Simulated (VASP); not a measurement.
VASP ran on this input.

File KPOINTS:
```
Automatic mesh
0
Gamma
6 6 6
0 0 0
```

POSCAR:
```
Si
1
    0.0000000000     2.7155000000     2.7155000000
    2.7155000000     0.0000000000     2.7155000000
    2.7155000000     2.7155000000     0.0000000000
Si
2
Direct
  0.0000000000   0.0000000000   0.0000000000
  0.2500000000   0.2500000000   0.2500000000
```

### INCAR
```
SYSTEM = Si
PREC = Accurate
ENCUT = 400
EDIFF = 1E-6
NELM = 100
ALGO = Normal
LREAL = .FALSE.
LASPH = .TRUE.
ISMEAR = 0
SIGMA = 0.05
GGA = PE
LWAVE = .FALSE.
LCHARG = .FALSE.
ISIF = 2
NBANDS = 3
```

POTCAR, in this order: Si (PBE.64 set). Program: vasp_std.

What VASP printed:

standard output:
```
 POSCAR found type information on POSCAR Si
 POSCAR found :  1 types and       2 ions
 Reading from existing POTCAR
 Reading from existing POTCAR
 LDA part: xc-table for (Slater+PW92), standard interpolation

 -----------------------------------------------------------------------------
|                                                                             |
|     EEEEEEE  RRRRRR   RRRRRR   OOOOOOO  RRRRRR      ###     ###     ###     |
|     E        R     R  R     R  O     O  R     R     ###     ###     ###     |
|     E        R     R  R     R  O     O  R     R     ###     ###     ###     |
|     EEEEE    RRRRRR   RRRRRR   O     O  RRRRRR       #       #       #      |
|     E        R   R    R   R    O     O  R   R                               |
|     E        R    R   R    R   O     O  R    R      ###     ###     ###     |
|     EEEEEEE  R     R  R     R  OOOOOOO  R     R     ###     ###     ###     |
|                                                                             |
|     The number of bands is not sufficient to hold all electrons. I am       |
|     sorry, but this calculation does not make sense. If you want to         |
|     calculate only selected states, you need to set either EFERMI or        |
|     EREF. EREF specifies around which energy states are supposed to be      |
|     calculated.                                                             |
|     I found NBANDS = 3, NELECT = 8.                                         |
|                                                                             |
|       ---->  I REFUSE TO CONTINUE WITH THIS SICK JOB ... BYE!!! <----       |
|                                                                             |
 -----------------------------------------------------------------------------
```

### Question
From input and log, find the fault in this run and mend it.

### Answer
The cause: NBANDS is too small to hold all electrons. VASP stops with an error: The number of bands is not sufficient to hold all electrons. I am sorry, but this calculation does not make sense. If you want to calculate only selected states, you need to set either EFERMI or EREF. EREF specifies around which energy states are supposed to be calculated. I found NBANDS = 3, NELECT = 8. ----> I REFUSE TO CONTINUE WITH THIS SICK JOB ... BYE!!! <---- To mend it, remove NBANDS.

The mended run (PBE GGA, plane waves, VASP's PBE PAW potentials (set 64)) converges, and its OSZICAR ends with
```
   1 F= -.10820774E+02 E0= -.10820774E+02  d E =-.320666E-11
```

The compound is Si in the diamond structure. The cell was not relaxed at this level.
